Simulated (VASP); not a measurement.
# NaSb2Au (P-3m1) in VASP: settings compared, part 2 of 3

VASP 6.6.1.

### 3 Band structure, SCAN

Input file INCAR:

```
PREC     = Accurate       # precision mode
ENCUT    = 520            # plane-wave cutoff, eV
EDIFF    = 1E-6           # SCF threshold, eV
ISMEAR   = -1             # smearing method
SIGMA    = 0.05           # smearing width, eV
LREAL    = False          # projectors in reciprocal space
LASPH    = True           # aspherical terms in the spheres
NELM     = 80             # most SCF steps
ALGO     = Normal         # electronic algorithm
ISIF     = 2              # what is computed and relaxed
LWAVE    = False          # write WAVECAR
LCHARG   = False          # write CHGCAR
LMAXMIX  = 4              # l up to which the mixer works
METAGGA  = SCAN           # meta-GGA
LMIXTAU  = True
```

Input file KPOINTS:

```
Automatic mesh
0
Gamma
  5 5 3
```

Input file POSCAR:

```
NaSb2Au
1.0
    4.3573000000      0.0000000000      0.0000000000
   -2.1786500000      3.7735400000      0.0000000000
    0.0000000000      0.0000000000      6.8184700000
Na Sb Au
1 2 1
Direct
    0.0000000000      0.0000000000      0.5000000000
    0.6666700000      0.3333300000      0.8163200000
    0.3333300000      0.6666700000      0.1836800000
    0.0000000000      0.0000000000      0.0000000000
```

Input file KPOINTS_OPT:

```
path GMKGALHA,LM,KH
15
line-mode
reciprocal
 0.0000000000  0.0000000000  0.0000000000  G
 0.5000000000  0.0000000000  0.0000000000  M

 0.5000000000  0.0000000000  0.0000000000  M
 0.3333333333  0.3333333333  0.0000000000  K

 0.3333333333  0.3333333333  0.0000000000  K
 0.0000000000  0.0000000000  0.0000000000  G

 0.0000000000  0.0000000000  0.0000000000  G
 0.0000000000  0.0000000000  0.5000000000  A

 0.0000000000  0.0000000000  0.5000000000  A
 0.5000000000  0.0000000000  0.5000000000  L

 0.5000000000  0.0000000000  0.5000000000  L
 0.3333333333  0.3333333333  0.5000000000  H

 0.3333333333  0.3333333333  0.5000000000  H
 0.0000000000  0.0000000000  0.5000000000  A

 0.5000000000  0.0000000000  0.5000000000  L
 0.5000000000  0.0000000000  0.0000000000  M

 0.3333333333  0.3333333333  0.0000000000  K
 0.3333333333  0.3333333333  0.5000000000  H
```

Potentials or basis: VASP PAW PBE potentials, release 64 (Na_pv, Sb, Au).

Started as:

```
$ cat potpaw_PBE.64/Na_pv/POTCAR potpaw_PBE.64/Sb/POTCAR potpaw_PBE.64/Au/POTCAR > POTCAR
$ mpirun -np 1 vasp_std > vasp.out
```

OUTCAR:

```text
PREC = Accurate
   ENCUT = 520
   EDIFF = 1E-6
   ISMEAR = -1
   LREAL = False
   LASPH = True
   NELM = 80
   ISIF = 2
   METAGGA = SCAN

 ion  position               nearest neighbor table
   1  0.000  0.000  0.500-
   2  0.667  0.333  0.816-   4 2.81   4 2.81   4 2.81   3 3.55   3 3.55   3 3.55
   3  0.333  0.667  0.184-   4 2.81   4 2.81   4 2.81   2 3.55   2 3.55   2 3.55
   4  0.000  0.000  0.000-   2 2.81   3 2.81   2 2.81   3 2.81   2 2.81   3 2.81

  LATTYP: Found a hexagonal cell.
 ALAT       =     4.3573000000
 C/A-ratio  =     1.5648383173

  Lattice vectors:

 A1 = (   4.3573000000,   0.0000000000,   0.0000000000)
 A2 = (  -2.1786500000,   3.7735400000,   0.0000000000)
 A3 = (   0.0000000000,   0.0000000000,   6.8184700000)

Analysis of symmetry for initial positions (statically):
=====================================================================
 Subroutine PRICEL returns:
 Original cell was already a primitive cell.

 Routine SETGRP: Setting up the symmetry group for a
 hexagonal supercell.

 Subroutine GETGRP returns: Found  4 space group operations
 (whereof  4 operations were pure point group operations)
 out of a pool of 24 trial point group operations.

The static configuration has the point symmetry C_2h.

Analysis of symmetry for dynamics (positions and initial velocities):
=====================================================================
 Subroutine PRICEL returns:
 Original cell was already a primitive cell.

 Routine SETGRP: Setting up the symmetry group for a
 hexagonal supercell.

 Subroutine GETGRP returns: Found  4 space group operations
 (whereof  4 operations were pure point group operations)
 out of a pool of 24 trial point group operations.

The dynamic configuration has the point symmetry C_2h.

[... 116 lines left out ...]
   ISMEAR =    -1;   SIGMA  =   0.05  broadening in eV -4-tet -1-fermi 0-gaus
   EFERMI_NEDOS =   21; number of points for ismear=-14 and -15
   IALGO  =     38    algorithm
   IMIX   =      4    mixing-type and parameters
     AMIX     =   0.40;   BMIX     =  1.00
     AMIX_MAG =   1.60;   BMIX_MAG =  1.00
  volume/ion in A,a.u.               =      28.03       189.14
  Fermi-wavevector in a.u.,A,eV,Ry     =   1.030963  1.948237 14.461423  1.062885
  Thomas-Fermi vector in A             =   2.165087
   LORBIT       =      0    0 simple, 1 ext, 2 COOP (PROOUT), +10 PAW based schemes
   METAGGA = SCAN    functional components
   LHFCALC =     F    Hartree Fock is set to
   AEXX    =    0.0000 exact exchange contribution
   IVDW    =     0    specifies the selected vdW correction
   LEPSILON=     F    determine dielectric tensor
   LRPA    =     F    only Hartree local field effects (RPA)
 non-spin polarized calculation
  energy-cutoff  :      520.00
  volume of cell :      112.11
 maximum number of plane-waves:      3042
   NGX = 17   NGY = 17   NGZ = 25

 number of electron      27.9999988 magnetization

 Free energy of the ion-electron system (eV)
  ---------------------------------------------------
  ext. energy  EPLUGINS =         0.00000000
  ---------------------------------------------------
  free energy    TOTEN  =      -148.91627022 eV

  energy without entropy =     -148.90303549  energy(sigma->0) =     -148.90965285

 E-fermi :   5.3720     XC(G=0):  -9.6719

 val. band max:        5.3268052704   @ k =   0.0000   0.0000   0.0000
 cond. band min:       5.4352613221   @ k =   0.2000   0.2000   0.0000
 fundamental gap:      0.1084560517
 Fermi energy:         5.3719793097

 k-point     1 :       0.0000    0.0000    0.0000
  band No.  band energies     occupation
      1     -20.5459      2.00000
      2     -20.5453      2.00000
      3     -20.5247      2.00000
      4      -6.8765      2.00000
      5      -3.8687      2.00000
      6      -1.0402      2.00000
[... 481 lines left out ...]
      5      -4.7163      2.00000
      6      -1.2123      2.00000
[... 10 lines left out ...]
     17       8.2423      0.00000
     18      10.0592      0.00000

------------------------ aborting loop because EDIFF is reached ----------------------------------------

  FORCE on cell =-STRESS in cart. coord.  units (eV):
  Direction    XX          YY          ZZ          XY          YZ          ZX
  --------------------------------------------------------------------------------------
  -------------------------------------------------------------------------------------
  Total       -2.3508954     -2.3452440     -2.0917290      0.0049024      0.0001902     -0.0003294
  in kB      -33.5962295    -33.5154663    -29.8925284      0.0700586      0.0027180     -0.0047081
  external PRESSURE =     -32.3347414 kB  Pullay stress =       0.0000000 kB

 VOLUME and BASIS-vectors are now :
 -----------------------------------------------------------------------------
  energy-cutoff  :      520.00
  volume of cell :      112.11
      direct lattice vectors                 reciprocal lattice vectors
     4.357300000  0.000000000  0.000000000     0.229499920  0.132501577  0.000000000
    -2.178650000  3.773540000  0.000000000     0.000000000  0.265003154  0.000000000
     0.000000000  0.000000000  6.818470000     0.000000000  0.000000000  0.146660468

 POSITION                                       TOTAL-FORCE (eV/Angst)
 -----------------------------------------------------------------------------------
      0.00000      0.00000      3.40923         0.000000      0.000000      0.000000
      2.17867      1.25783      5.56605        -0.000168      0.000097      0.439959
     -0.00002      2.51571      1.25242         0.000168     -0.000097     -0.439959
      0.00000      0.00000      0.00000         0.000000      0.000000      0.000000
 -----------------------------------------------------------------------------------
    total drift:                                0.000000      0.000000      0.000000

  FREE ENERGIE OF THE ION-ELECTRON SYSTEM (eV)
  ---------------------------------------------------
  free  energy   TOTEN  =      -148.9162702159 eV

  energy  without entropy=     -148.9030354925  energy(sigma->0) =     -148.90965285
```

OSZICAR:

```text
N       E                     dE             d eps       ncg     rms          rms(c)
DAV:   1     0.518403452895E+02    0.51840E+02   -0.12591E+04   864   0.143E+03
DAV:   2    -0.143506642843E+03   -0.19535E+03   -0.18984E+03   992   0.311E+02
DAV:   3    -0.155882577645E+03   -0.12376E+02   -0.12109E+02  1082   0.825E+01
DAV:   4    -0.156136158628E+03   -0.25358E+00   -0.25192E+00  1010   0.115E+01
DAV:   5    -0.156141879675E+03   -0.57210E-02   -0.57199E-02  1158   0.198E+00    0.924E+00
DAV:   6    -0.150691960130E+03    0.54499E+01   -0.17050E+01   892   0.357E+01    0.759E+00
DAV:   7    -0.149223422649E+03    0.14685E+01   -0.12653E+00   876   0.116E+01    0.359E+00
DAV:   8    -0.148861000504E+03    0.36242E+00   -0.16001E+00   864   0.114E+01    0.156E+00
DAV:   9    -0.148739320336E+03    0.12168E+00   -0.12782E+00   864   0.980E+00    0.579E-01
DAV:  10    -0.148885584260E+03   -0.14626E+00   -0.41406E-01   864   0.578E+00    0.365E-01
[... 57 further cycles ...]
DAV:   8    -0.298772951742E+04   -0.49397E-06      708
       N       E                     dE             ncg
DAV:   1     0.849239789630E+04   -0.11883E+05      540
DAV:   2     0.550944059724E+04   -0.29830E+04      634
DAV:   3     0.535222181302E+04   -0.15722E+03      626
DAV:   4     0.534911676189E+04   -0.31051E+01      602
DAV:   5     0.534903586463E+04   -0.80897E-01      660
DAV:   6     0.534903296724E+04   -0.28974E-02      650
DAV:   7     0.534903283974E+04   -0.12750E-03      702
DAV:   8     0.534903283725E+04   -0.24844E-05      442
DAV:   9     0.534903283715E+04   -0.10326E-06      356
```

Wall time 5.9 min (1 thread of Intel Xeon 6975P-C (Granite Rapids), shared host); peak memory 0.26 GiB.

What came out:

```
Free energy             : -148.9163 eV
Pressure                : -3.2 GPa
Largest force           : 0.440 eV/Å
Band gap along the path : none (metal or under the smearing width)
```

Forces in eV/Å, atoms in the order of the input:
```
Na   0.000  0.000  0.000
Sb   0.000  0.000  0.440
Sb   0.000  0.000 -0.440
Au   0.000  0.000  0.000
```

Levels at the corners of the path, in eV from the Fermi level:
| point | band 11 | band 12 | band 13 | band 14 | band 15 | band 16 | band 17 | band 18 |
| --- | --- | --- | --- | --- | --- | --- | --- | --- |
| Γ | -3.55 | -0.05 | -0.05 | 0.48 | 1.30 | 1.30 | 2.05 | 3.39 |
| M | -3.98 | -3.64 | -2.56 | -1.94 | 0.21 | 1.70 | 1.79 | 3.79 |
| M | -3.98 | -3.64 | -2.56 | -1.94 | 0.21 | 1.70 | 1.79 | 3.79 |
| K | -5.26 | -2.55 | -2.55 | -2.12 | -0.07 | -0.07 | 2.40 | 5.39 |
| K | -5.26 | -2.55 | -2.55 | -2.12 | -0.07 | -0.07 | 2.40 | 5.39 |
| Γ | -3.55 | -0.05 | -0.05 | 0.48 | 1.30 | 1.30 | 2.05 | 3.39 |
| Γ | -3.55 | -0.05 | -0.05 | 0.48 | 1.30 | 1.30 | 2.05 | 3.39 |
| A | -2.49 | -1.48 | -0.12 | -0.12 | 1.47 | 1.47 | 2.97 | 3.04 |
| A | -2.49 | -1.48 | -0.12 | -0.12 | 1.47 | 1.47 | 2.97 | 3.04 |
| L | -4.18 | -4.06 | -2.48 | -0.97 | 0.37 | 1.34 | 2.38 | 3.88 |
| L | -4.18 | -4.06 | -2.48 | -0.97 | 0.37 | 1.34 | 2.38 | 3.88 |
| H | -5.23 | -2.95 | -2.95 | -2.56 | 1.21 | 1.21 | 4.05 | 4.31 |
| H | -5.23 | -2.95 | -2.95 | -2.56 | 1.21 | 1.21 | 4.05 | 4.31 |
| A | -2.49 | -1.48 | -0.12 | -0.12 | 1.47 | 1.47 | 2.97 | 3.04 |
| L | -4.18 | -4.06 | -2.48 | -0.97 | 0.37 | 1.34 | 2.38 | 3.88 |
| M | -3.98 | -3.64 | -2.56 | -1.94 | 0.21 | 1.70 | 1.79 | 3.79 |
| K | -5.26 | -2.55 | -2.55 | -2.12 | -0.07 | -0.07 | 2.40 | 5.39 |
| H | -5.23 | -2.95 | -2.95 | -2.56 | 1.21 | 1.21 | 4.05 | 4.31 |

Caveat: the PAW data sets were made with another functional, which shifts forces and pressure a little; spin-orbit coupling is left out, which moves the levels of the heavy elements.

(Part 2 of 3 ends here.)
